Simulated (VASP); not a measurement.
A convergence study with VASP on Cu₂O (cuprite): a few settings are varied, all else stays as given below, so the limit is that of these other settings.

```xyz
6
Lattice="4.2700 0.0000 0.0000 0.0000 4.2700 0.0000 0.0000 0.0000 4.2700" Properties=species:S:1:pos:R:3 pbc="T T T"
Cu     3.2025     1.0675     3.2025
Cu     1.0675     3.2025     3.2025
Cu     3.2025     3.2025     1.0675
Cu     1.0675     1.0675     1.0675
O      0.0000     0.0000     0.0000
O      2.1350     2.1350     2.1350
```

Calculation: PBEsol GGA, VASP's PBE PAW potentials (set 64) (plane waves; VASP). The last row used: 700 eV cut-off, 12×12×12 Γ-centred mesh, second-order Methfessel-Paxton smearing of 0.40 eV, potentials Cu O.

```json
[
 {"setting": "ISMEAR = -1, SIGMA = 0.01, 3×3×3 mesh", "E (eV/atom)": "-4.9867", "pressure (GPa)": "-3.08", "irreducible k-points": "4"},
 {"setting": "ISMEAR = -1, SIGMA = 0.1, 3×3×3 mesh", "E (eV/atom)": "-4.9863", "pressure (GPa)": "-3.02", "irreducible k-points": "4"},
 {"setting": "ISMEAR = 0, SIGMA = 0.01, 3×3×3 mesh", "E (eV/atom)": "-4.9867", "pressure (GPa)": "-3.08", "irreducible k-points": "4"},
 {"setting": "ISMEAR = 0, SIGMA = 0.2, 3×3×3 mesh", "E (eV/atom)": "-4.9865", "pressure (GPa)": "-3.06", "irreducible k-points": "4"},
 {"setting": "ISMEAR = 1, SIGMA = 0.05, 3×3×3 mesh", "E (eV/atom)": "-4.9866", "pressure (GPa)": "-3.08", "irreducible k-points": "4"},
 {"setting": "ISMEAR = 1, SIGMA = 0.2, 3×3×3 mesh", "E (eV/atom)": "-4.9866", "pressure (GPa)": "-3.09", "irreducible k-points": "4"},
 {"setting": "ISMEAR = 2, SIGMA = 0.05, 3×3×3 mesh", "E (eV/atom)": "-4.9866", "pressure (GPa)": "-3.08", "irreducible k-points": "4"},
 {"setting": "ISMEAR = 2, SIGMA = 0.2, 3×3×3 mesh", "E (eV/atom)": "-4.9865", "pressure (GPa)": "-3.08", "irreducible k-points": "4"},
 {"setting": "ISMEAR = -1, SIGMA = 0.01, 6×6×6 mesh", "E (eV/atom)": "-4.9924", "pressure (GPa)": "-3.39", "irreducible k-points": "20"},
 {"setting": "ISMEAR = -1, SIGMA = 0.2, 6×6×6 mesh", "E (eV/atom)": "?", "pressure (GPa)": "?", "irreducible k-points": "20"},
 {"setting": "ISMEAR = 0, SIGMA = 0.01, 6×6×6 mesh", "E (eV/atom)": "-4.9924", "pressure (GPa)": "-3.39", "irreducible k-points": "20"},
 {"setting": "ISMEAR = 0, SIGMA = 0.4, 6×6×6 mesh", "E (eV/atom)": "-4.9917", "pressure (GPa)": "-3.31", "irreducible k-points": "20"},
 {"setting": "ISMEAR = 1, SIGMA = 0.05, 6×6×6 mesh", "E (eV/atom)": "-4.9924", "pressure (GPa)": "-3.39", "irreducible k-points": "20"},
 {"setting": "ISMEAR = 1, SIGMA = 0.4, 6×6×6 mesh", "E (eV/atom)": "-4.9928", "pressure (GPa)": "-3.52", "irreducible k-points": "20"},
 {"setting": "ISMEAR = 2, SIGMA = 0.05, 6×6×6 mesh", "E (eV/atom)": "-4.9924", "pressure (GPa)": "-3.39", "irreducible k-points": "20"},
 {"setting": "ISMEAR = 2, SIGMA = 0.4, 6×6×6 mesh", "E (eV/atom)": "-4.9931", "pressure (GPa)": "-3.46", "irreducible k-points": "20"},
 {"setting": "ISMEAR = -1, SIGMA = 0.05, 12×12×12 mesh", "E (eV/atom)": "-4.9927", "pressure (GPa)": "-3.41", "irreducible k-points": "84"},
 {"setting": "ISMEAR = -1, SIGMA = 0.2, 12×12×12 mesh", "E (eV/atom)": "-4.9901", "pressure (GPa)": "-3.19", "irreducible k-points": "84"},
 {"setting": "ISMEAR = 0, SIGMA = 0.1, 12×12×12 mesh", "E (eV/atom)": "-4.9927", "pressure (GPa)": "-3.41", "irreducible k-points": "84"},
 {"setting": "ISMEAR = 0, SIGMA = 0.4, 12×12×12 mesh", "E (eV/atom)": "-4.9919", "pressure (GPa)": "-3.33", "irreducible k-points": "84"},
 {"setting": "ISMEAR = 1, SIGMA = 0.1, 12×12×12 mesh", "E (eV/atom)": "-4.9927", "pressure (GPa)": "-3.41", "irreducible k-points": "84"},
 {"setting": "ISMEAR = 1, SIGMA = 0.4, 12×12×12 mesh", "E (eV/atom)": "-4.9927", "pressure (GPa)": "?", "irreducible k-points": "84"},
 {"setting": "ISMEAR = 2, SIGMA = 0.1, 12×12×12 mesh", "E (eV/atom)": "-4.9927", "pressure (GPa)": "-3.41", "irreducible k-points": "84"},
 {"setting": "ISMEAR = 2, SIGMA = 0.4, 12×12×12 mesh", "E (eV/atom)": "-4.9932", "pressure (GPa)": "-3.50", "irreducible k-points": "84"}
]
```

Question: Some entries are withheld; supply them.

Answer: 
- ISMEAR = 1, SIGMA = 0.4, 12×12×12 mesh, pressure (GPa): -3.54
- ISMEAR = -1, SIGMA = 0.2, 6×6×6 mesh, E (eV/atom): -4.9899
- ISMEAR = -1, SIGMA = 0.2, 6×6×6 mesh, pressure (GPa): -3.18

Left out are rungs that failed or repeat a setting and relaxations that didn't move; long series are thinned to 24 rows.

The compound is Cu2O in the cuprite structure. The cell was not relaxed at this level.
